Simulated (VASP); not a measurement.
Method: optB86b-vdW, VASP's PBE PAW potentials (set 64) (plane waves; VASP 6.6.1).

Input for VASP

POSCAR:
```
As
1
    3.6426192833    -1.9093918863    -0.0294092243
    3.6426192833     1.9093918863    -0.0294092243
    2.6672653482     0.0000000000     3.1306566914
As
2
Direct
  0.2288789519   0.2288789519   0.2288789519
  0.7711210481   0.7711210481   0.7711210481
```

### INCAR
```
SYSTEM = As
PREC = Accurate
ENCUT = 520
EDIFF = 1E-7
NELM = 100
ALGO = Normal
LREAL = .FALSE.
LASPH = .TRUE.
ISMEAR = -5
GGA = MK
PARAM1 = 0.1234
PARAM2 = 1.0
LUSE_VDW = .TRUE.
AGGAC = 0.0
LMAXMIX = 4
LWAVE = .FALSE.
LCHARG = .TRUE.
LORBIT = 11
NEDOS = 601
ISIF = 2
```

File KPOINTS:
```
Automatic mesh
0
Gamma
13 13 13
0 0 0
```

POTCAR, in this order: As (PBE.64 set). Program: vasp_std.

Output of the run:

### OSZICAR
```
       N       E                     dE             d eps       ncg     rms          rms(c)
DAV:   1     0.337145953816E+02    0.33715E+02   -0.43446E+03  4158   0.926E+02
DAV:   2    -0.527220022992E+01   -0.38987E+02   -0.38417E+02  6644   0.123E+02
DAV:   3    -0.646826644074E+01   -0.11961E+01   -0.11942E+01  4724   0.262E+01
DAV:   4    -0.647456780751E+01   -0.63014E-02   -0.62896E-02  5116   0.204E+00
DAV:   5    -0.647458436861E+01   -0.16561E-04   -0.16451E-04  4679   0.958E-02    0.306E+00
DAV:   6    -0.646743290372E+01    0.71515E-02   -0.69292E-03  4641   0.654E-01    0.184E+00
DAV:   7    -0.646493436763E+01    0.24985E-02   -0.14295E-02  4529   0.976E-01    0.933E-02
DAV:   8    -0.646504798585E+01   -0.11362E-03   -0.46643E-04  4322   0.168E-01    0.369E-02
DAV:   9    -0.646509128777E+01   -0.43302E-04   -0.76509E-05  4595   0.737E-02    0.119E-02
DAV:  10    -0.646508967202E+01    0.16157E-05   -0.54579E-06  4797   0.154E-02    0.476E-03
DAV:  11    -0.646508961142E+01    0.60599E-07   -0.10710E-06  4309   0.841E-03    0.138E-03
DAV:  12    -0.646508975818E+01   -0.14676E-06   -0.63287E-08  2392   0.173E-03    0.332E-04
DAV:  13    -0.646508972046E+01    0.37716E-07   -0.18501E-08  2132   0.115E-03
   1 F= -.64650897E+01 E0= -.64650897E+01  d E =0.000000E+00
```

OUTCAR:
```
------------------------ aborting loop because EDIFF is reached ----------------------------------------
  FORCE on cell =-STRESS in cart. coord.  units (eV):
  Direction    XX          YY          ZZ          XY          YZ          ZX
  --------------------------------------------------------------------------------------
  Total       -0.0078689      0.0003650     -0.0004194      0.0000000      0.0000000     -0.0025414
  in kB       -0.2875250      0.0133358     -0.0153256      0.0000000      0.0000000     -0.0928606
  external PRESSURE =      -0.0965049 kB  Pullay stress =       0.0000000 kB
  volume of cell :       43.85
      direct lattice vectors                 reciprocal lattice vectors
     3.642619283 -1.909391886 -0.029409224     0.136326131 -0.261863478 -0.116147505
     3.642619283  1.909391886 -0.029409224     0.136326131  0.261863478 -0.116147505
     2.667265348  0.000000000  3.130656691     0.002561281  0.000000000  0.317239634
 POSITION                                       TOTAL-FORCE (eV/Angst)
 -----------------------------------------------------------------------------------
      2.27792      0.00000      0.70308         0.002291      0.000000      0.000707
      7.67459      0.00000      2.36876        -0.002291      0.000000     -0.000707
 -----------------------------------------------------------------------------------
    total drift:                                0.000000     -0.000000     -0.000000
  FREE ENERGIE OF THE ION-ELECTRON SYSTEM (eV)
  ---------------------------------------------------
  free  energy   TOTEN  =        -6.4650897205 eV

  energy  without entropy=       -6.4650897205  energy(sigma->0) =       -6.46508972

 total charge

# of ion       s       p       d       tot
------------------------------------------
    1        1.306   1.340   0.045   2.691
    2        1.306   1.340   0.045   2.691
--------------------------------------------------
tot          2.612   2.679   0.090   5.382
```
(Selected blocks of OUTCAR.)

### OUTCAR
```
 val. band max:        5.3050627080   @ k =   0.3846   0.2308   0.2308

 cond. band min:       5.0484973406   @ k =   0.4615   0.0000   0.0000


 Fermi energy:         5.1751555353

 k-point     1 :       0.0000    0.0000    0.0000
  band No.  band energies     occupation
      1      -9.5972      2.00000
      2      -0.7458      2.00000
      3       2.8168      2.00000
      4       3.2098      2.00000
      5       3.2098      2.00000
      6       7.0836      0.00000
      7       8.1195      0.00000
      8       8.1195      0.00000
      9      11.8661      0.00000

 k-point     2 :       0.0769    0.0000    0.0000
  band No.  band energies     occupation
      1      -9.5205      2.00000
      2      -1.0214      2.00000
      3       2.8509      2.00000
      4       3.1647      2.00000
      5       3.2083      2.00000
      6       7.1777      0.00000
      7       7.9367      0.00000
      8       8.0194      0.00000
      9      11.4026      0.00000

 k-point     3 :       0.1538    0.0000    0.0000
  band No.  band energies     occupation
      1      -9.2912      2.00000
      2      -1.7391      2.00000
      3       2.7889      2.00000
      4       3.0484      2.00000
      5       3.3742      2.00000
      6       7.1096      0.00000
      7       7.5825      0.00000
      8       7.7107      0.00000
      9      10.9399      0.00000

 k-point     4 :       0.2308    0.0000    0.0000
  band No.  band energies     occupation
      1      -8.9130      2.00000
      2      -2.7033      2.00000
      3       2.6818      2.00000
      4       2.9032      2.00000
      5       3.6642      2.00000
      6       6.6055      0.00000
      7       7.1219      0.00000
      8       7.2659      0.00000
      9      11.2077      0.00000

 k-point     5 :       0.3077    0.0000    0.0000
  band No.  band energies     occupation
      1      -8.3937      2.00000
      2      -3.7595      2.00000
      3       2.6352      2.00000
...
```

For a metal the tetrahedron method with Blöchl corrections gives inexact stress and forces.

The compound is As in the a7 structure. It was relaxed first.
